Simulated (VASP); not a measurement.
# BeRu (P4/mmm) in VASP: further runs, part 2 of 2

VASP 6.6.1. The steps go on from the part before.

### Step 3. Relaxation of the atoms, PBEsol

Input file INCAR:

```
PREC = Accurate
ENCUT = 520
EDIFF = 1E-7
ISMEAR = 1
SIGMA = 0.2
LREAL = F
LASPH = T
NELM = 60
ALGO = Normal
ISIF = 2
LWAVE = F
LCHARG = F
GGA = PS
IBRION = 2
NSW = 40
EDIFFG = -0.005
```

Input file KPOINTS:

```
regular mesh
0
Gamma
  11 11 7
```

Input file POSCAR:

```
BeRu
1.0
    2.2883455500      0.0000000000      0.0000000000
    0.0000000000      2.2883455500      0.0000000000
    0.0000000000      0.0000000000      3.7829166300
Be Ru
1 1
Direct
    0.5000000000      0.5000000000      0.0000000000
    0.5000000000      0.5000000000      0.5000000000
```

Potentials or basis: VASP PAW PBE potentials, release 64 (Be, Ru_pv).

On the command line:

```sh
$ cat potpaw_PBE.64/Be/POTCAR potpaw_PBE.64/Ru_pv/POTCAR > POTCAR
$ mpirun -np 1 vasp_std > vasp.out
```

OUTCAR:

```text
PREC = Accurate
   ENCUT = 520
   EDIFF = 1E-7
   ISMEAR = 1
   LREAL = F
   LASPH = T
   NELM = 60
   ISIF = 2
   GGA = PS
   IBRION = 2
   NSW = 40
   EDIFFG = -0.005

 ion  position               nearest neighbor table
   1  0.500  0.500  0.000-   2 1.89   2 1.89
   2  0.500  0.500  0.500-   1 1.89   1 1.89

  LATTYP: Found a simple tetragonal cell.
 ALAT       =     2.2883455500
 C/A-ratio  =     1.6531229866

  Lattice vectors:

 A1 = (   2.2883455500,   0.0000000000,   0.0000000000)
 A2 = (   0.0000000000,   2.2883455500,   0.0000000000)
 A3 = (   0.0000000000,   0.0000000000,   3.7829166300)

Analysis of symmetry for initial positions (statically):
=====================================================================
 Subroutine PRICEL returns:
 Original cell was already a primitive cell.

 Routine SETGRP: Setting up the symmetry group for a
 simple tetragonal supercell.

 Subroutine GETGRP returns: Found 16 space group operations
 (whereof 16 operations were pure point group operations)
 out of a pool of 16 trial point group operations.

The static configuration has the point symmetry D_4h.

Analysis of symmetry for dynamics (positions and initial velocities):
=====================================================================
 Subroutine PRICEL returns:
 Original cell was already a primitive cell.

 Routine SETGRP: Setting up the symmetry group for a
 simple tetragonal supercell.

 Subroutine GETGRP returns: Found 16 space group operations
 (whereof 16 operations were pure point group operations)
 out of a pool of 16 trial point group operations.

The dynamic configuration has the point symmetry D_4h.

 Subroutine INISYM returns: Found 16 space group operations
 (whereof 16 operations are pure point group operations),
 and found     1 'primitive' translations

----------------------------------------------------------------------------------------

                                     Primitive cell

[... 115 lines left out ...]
   GGA     = PS    functional components
   LHFCALC =     F    Hartree Fock is set to
   AEXX    =    0.0000 exact exchange contribution
   IVDW    =     0    specifies the selected vdW correction
   LEPSILON=     F    determine dielectric tensor
   LRPA    =     F    only Hartree local field effects (RPA)
 conjugate gradient relaxation of ions
 non-spin polarized calculation
 Methfessel and Paxton  Order N= 1 SIGMA  =   0.20
  energy-cutoff  :      520.00
  volume of cell :       19.81
 maximum number of plane-waves:       546
 NGX is ok and might be reduce to    18

 number of electron      16.0000008 magnetization

 Free energy of the ion-electron system (eV)
  ---------------------------------------------------
  ext. energy  EPLUGINS =         0.00000000
  ---------------------------------------------------
  free energy    TOTEN  =       -10.57932562 eV

  energy without entropy =      -10.57956515  energy(sigma->0) =      -10.57940547

 E-fermi :  11.8508     XC(G=0): -13.1531

 val. band max:       11.8401794954   @ k =   0.0909   0.0000   0.2857
 cond. band min:      11.8698593075   @ k =   0.0000   0.0000   0.4286
 fundamental gap:      0.0296798121
 Fermi energy:        11.8508108427

 k-point     1 :       0.0000    0.0000    0.0000
  band No.  band energies     occupation
      1     -31.7323      2.00000
      2     -30.2652      2.00000
      3     -30.2652      2.00000
      4       2.1726      2.00000
      5       4.8739      2.00000
      6       5.2583      2.00000
      7      11.3542      2.00250
      8      12.2617     -0.01335
      9      12.2617     -0.01335
     10      14.8170     -0.00000
     11      19.6462      0.00000
     12      22.6671      0.00000
[... 331 lines left out ...]
 k-point    24 :       0.1818    0.0000    0.1429
  band No.  band energies     occupation
      1     -31.6408      2.00000
      2     -30.9972      2.00000
      3     -30.2007      2.00000
      4       3.1904      2.00000
      5       5.3935      2.00000
      6       7.0545      2.00000
      7       8.5591      2.00000
      8      12.3744     -0.00135
      9      13.0557     -0.00000
     10      13.4377     -0.00000
     11      18.6306      0.00000
     12      22.6463      0.00000

 [... further k-points ...]
[... 5 lines left out ...]
  --------------------------------------------------------------------------------------
  -------------------------------------------------------------------------------------
  Total        8.6702565      8.6702565     15.6896185      0.0000000     -0.0000000      0.0000000
  in kB      701.2494725    701.2494725   1268.9747611      0.0000000     -0.0000000      0.0000000
  external PRESSURE =     890.4912353 kB  Pullay stress =       0.0000000 kB

 VOLUME and BASIS-vectors are now :
 -----------------------------------------------------------------------------
  energy-cutoff  :      520.00
  volume of cell :       19.81
      direct lattice vectors                 reciprocal lattice vectors
     2.288345550  0.000000000  0.000000000     0.436996939  0.000000000  0.000000000
     0.000000000  2.288345550  0.000000000     0.000000000  0.436996939  0.000000000
     0.000000000  0.000000000  3.782916630     0.000000000  0.000000000  0.264346296

 POSITION                                       TOTAL-FORCE (eV/Angst)
 -----------------------------------------------------------------------------------
      1.14417      1.14417      0.00000         0.000000      0.000000      0.000000
      1.14417      1.14417      1.89146         0.000000      0.000000      0.000000
 -----------------------------------------------------------------------------------
    total drift:                                0.000000     -0.000000     -0.000000

  FREE ENERGIE OF THE ION-ELECTRON SYSTEM (eV)
  ---------------------------------------------------
  free  energy   TOTEN  =       -10.5793256231 eV

  energy  without entropy=      -10.5795651546  energy(sigma->0) =      -10.57940547

 reached required accuracy - stopping structural energy minimisation
```

OSZICAR:

```text
N       E                     dE             d eps       ncg     rms          rms(c)
DAV:   1     0.121848647953E+03    0.12185E+03   -0.10128E+04  2032   0.140E+03
DAV:   2    -0.938897225555E+01   -0.13124E+03   -0.12419E+03  2184   0.365E+02
DAV:   3    -0.113502768044E+02   -0.19613E+01   -0.19442E+01  2364   0.504E+01
DAV:   4    -0.113658717189E+02   -0.15595E-01   -0.15591E-01  2688   0.424E+00
DAV:   5    -0.113661472906E+02   -0.27557E-03   -0.27556E-03  2424   0.410E-01    0.216E+01
DAV:   6    -0.107590425642E+02    0.60710E+00   -0.32456E+00  2280   0.213E+01    0.716E+00
DAV:   7    -0.106142184163E+02    0.14482E+00   -0.55550E-01  2196   0.894E+00    0.606E+00
DAV:   8    -0.105794313430E+02    0.34787E-01   -0.46555E-02  2420   0.278E+00    0.387E-01
DAV:   9    -0.105793165890E+02    0.11475E-03   -0.34453E-03  2436   0.476E-01    0.955E-02
DAV:  10    -0.105793286560E+02   -0.12067E-04   -0.17236E-04  2412   0.177E-01    0.689E-03
DAV:  11    -0.105793263642E+02    0.22918E-05   -0.50194E-06  2696   0.271E-02    0.684E-03
DAV:  12    -0.105793256504E+02    0.71374E-06   -0.42258E-07  2372   0.622E-03    0.738E-04
DAV:  13    -0.105793256231E+02    0.27360E-07   -0.18445E-08  1528   0.130E-03
   1 F= -.10579326E+02 E0= -.10579405E+02  d E =-.105793E+02
```

CONTCAR:

```text
BeRu
   1.00000000000000
     2.2883455499999998    0.0000000000000000    0.0000000000000000
     0.0000000000000000    2.2883455499999998    0.0000000000000000
     0.0000000000000000    0.0000000000000000    3.7829166299999999
  Be              Ru
     1     1
Direct
     0.5000000000000000    0.5000000000000000    0.0000000000000000
     0.5000000000000000    0.5000000000000000    0.5000000000000000

  0.00000000E+00  0.00000000E+00  0.00000000E+00
  0.00000000E+00  0.00000000E+00  0.00000000E+00
```

It took 16 s on 1 thread of Intel Xeon Platinum 8488C (Sapphire Rapids), shared host; peak memory 0.14 GiB.

What came out:

```
Free energy             : -10.5793 eV
Pressure after relaxing : 89.0 GPa
Band gap on the k mesh  : none (metal or under the smearing width)
```

Final structure:
```cif
data_structure
_symmetry_space_group_name_H-M 'P 1'
_symmetry_Int_Tables_number 1
_cell_length_a 2.2883
_cell_length_b 2.2883
_cell_length_c 3.7829
_cell_angle_alpha 90.000
_cell_angle_beta 90.000
_cell_angle_gamma 90.000
_cell_volume 19.81
loop_
_atom_site_label
_atom_site_type_symbol
_atom_site_fract_x
_atom_site_fract_y
_atom_site_fract_z
_atom_site_occupancy
Be1 Be 0.50000 0.50000 0.00000 1
Ru1 Ru 0.50000 0.50000 0.50000 1
```

Caveat: the relaxation stopped at its first step, so nothing moved; a pressure of tens of GPa on the cell as given is suspect, and the run, the potentials or the cell itself is likely at fault; the PAW data sets were made with another functional, which shifts forces and pressure a little.

### Step 4. Molecular dynamics, AM05+D4

This run uses another cell than the first one: it holds 16 atoms, not 2.

Input file INCAR:

```
ALGO     = Fast           # electronic algorithm
ANDERSEN_PROB= 0.1          
EDIFF    = 1E-5           # SCF threshold, eV
ENCUT    = 420            # plane-wave cutoff, eV
GGA      = AM             # functional
IBRION   = 0              # ionic algorithm
ISIF     = 2              # what is computed and relaxed
ISMEAR   = 0              # smearing method
ISYM     = 0            
IVDW     = 13             # dispersion correction
LASPH    = T              # aspherical terms in the spheres
LCHARG   = F              # write CHGCAR
LREAL    = Auto         
LWAVE    = F              # write WAVECAR
MDALGO   = 1            
NELM     = 100            # most SCF steps
NELMIN   = 4            
NSW      = 40             # ionic steps
POTIM    = 2              # step
PREC     = Normal         # precision mode
RANDOM_SEED= 741767 0 0   
SIGMA    = 0.1            # smearing width, eV
TEBEG    = 500          
TEEND    = 500
```

Input file KPOINTS:

```
k-points
0
Gamma
  2 2 2
```

Input file POSCAR:

```
BeRu
1.0
    4.5766911000      0.0000000000      0.0000000000
    0.0000000000      4.5766911000      0.0000000000
    0.0000000000      0.0000000000      7.5658332600
Be Ru
8 8
Cartesian
    1.1441727750      1.1441727750      0.0000000000
    1.1441727750      1.1441727750      3.7829166300
    1.1441727750      3.4325183250      0.0000000000
    1.1441727750      3.4325183250      3.7829166300
    3.4325183250      1.1441727750      0.0000000000
    3.4325183250      1.1441727750      3.7829166300
    3.4325183250      3.4325183250      0.0000000000
    3.4325183250      3.4325183250      3.7829166300
    1.1441727750      1.1441727750      1.8914583150
    1.1441727750      1.1441727750      5.6743749450
    1.1441727750      3.4325183250      1.8914583150
    1.1441727750      3.4325183250      5.6743749450
    3.4325183250      1.1441727750      1.8914583150
    3.4325183250      1.1441727750      5.6743749450
    3.4325183250      3.4325183250      1.8914583150
    3.4325183250      3.4325183250      5.6743749450
```

On the command line:

```sh
$ cat potpaw_PBE.64/Be/POTCAR potpaw_PBE.64/Ru_pv/POTCAR > POTCAR
$ mpirun -np 1 vasp_std > vasp.out
```

It took 36 min on 1 thread of Intel Xeon Platinum 8488C (Sapphire Rapids), shared host; peak memory 0.26 GiB.

The run converged. Its results:

| Item | Value |
| --- | --- |
| Dispersion energy per atom | -0.191 eV |

Caveat: the k mesh is coarse (spacing up to 0.69 Å⁻¹), so the values aren't converged; the PAW data sets were made with another functional, which shifts forces and pressure a little.

### Step 5. The reference run

An earlier run on the cell as given: functional PBE; potentials or basis VASP PAW PBE potentials, release 64 (Be, Ru_pv); cutoff 520 eV; k mesh 11 × 11 × 7; occupations fermi-dirac, width 0.05 eV; no spin polarisation.

* Pressure: 96.6 GPa
* Band gap on the k mesh: none (metal or under the smearing width)

### Step 6. Summary

```csv
task,level,cell,k mesh,cutoff (eV),smearing,supercell matrix,temperature,mesh quality,gap on the mesh (eV),pressure (GPa)
relaxation of cell and atoms,PBE,relaxed,11 × 11 × 7,600,methfessel-paxton 0.2 eV,-,-,not flagged,none,-0.1
relaxation of the atoms,PBEsol,atoms relaxed,11 × 11 × 7,520,methfessel-paxton 0.2 eV,-,-,not flagged,none,89.0
molecular dynamics,AM05+D4,as given,2 × 2 × 2,420,gaussian 0.1 eV,"[2, 0, 0, 0, 2, 0, 0, 0, 2]",500,coarse,-,-
single point,PBE,as given,11 × 11 × 7,520,fermi-dirac 0.05 eV,-,-,not flagged,none,96.6
```

Alike in all rows: potentials or basis VASP PAW PBE potentials, release 64 (Be, Ru_pv); no spin polarisation.

Caveats: some runs use coarse meshes; a pressure of tens of GPa on the cell as given is suspect, and the run, the potentials or the cell itself is likely at fault (some runs); the PAW data sets were made with another functional, which shifts forces and pressure a little (some runs); the relaxation stopped at its first step, so nothing moved (some runs).

Total energies depend on the potentials used, so only differences within one code and one set of settings carry meaning.
